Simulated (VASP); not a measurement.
Here is the system:

```
CELL_PARAMETERS angstrom
      2.00162     1.15563     6.06834
     -2.00162     1.15563     6.06834
      0.00000    -2.31127     6.06834
ATOMIC_POSITIONS crystal
  Te 0.00000 0.00000 0.00000
  Se 0.25200 0.25200 0.25200
  Se 0.74800 0.74800 0.74800
```

All values below come from PBE GGA, VASP's PBE PAW potentials (set 64) (plane waves; VASP). Numerical set-up: 300 eV cut-off, 5×5×5 Γ-centred mesh, Gaussian smearing of 0.14 eV, potentials Te Se.

Task: Give the energies of bands 4 to 12 at the high-symmetry points, in eV from the Fermi level.

Result: 
```csv
band,Γ,T,H2,L,S0,F
4,-2.99,-3.06,-5.55,-5.78,-5.39,-6.06
5,-2.99,-3.06,-5.16,-4.59,-5.32,-4.67
6,-2.00,-2.49,-4.76,-3.86,-4.81,-3.49
7,-1.62,-1.49,-1.61,-2.06,-1.68,-1.90
8,-1.62,-1.49,-1.48,-1.61,-1.47,-1.26
9,-1.47,-0.57,-0.24,-1.13,-0.18,-0.75
10,0.32,-0.46,2.27,1.38,2.60,1.65
11,1.43,1.38,3.48,3.28,3.15,2.68
12,1.43,1.38,3.53,4.40,3.57,3.45
```

It has no gap at this level: it comes out as a metal or semimetal.

The structure was generated: TeSe2 was put into an ordered model structure, which need not be its known phase. The cell was not relaxed at this level. The k-mesh is coarse (spacing up to 0.37 per Å, 2π included), so the numbers may not be converged in it.
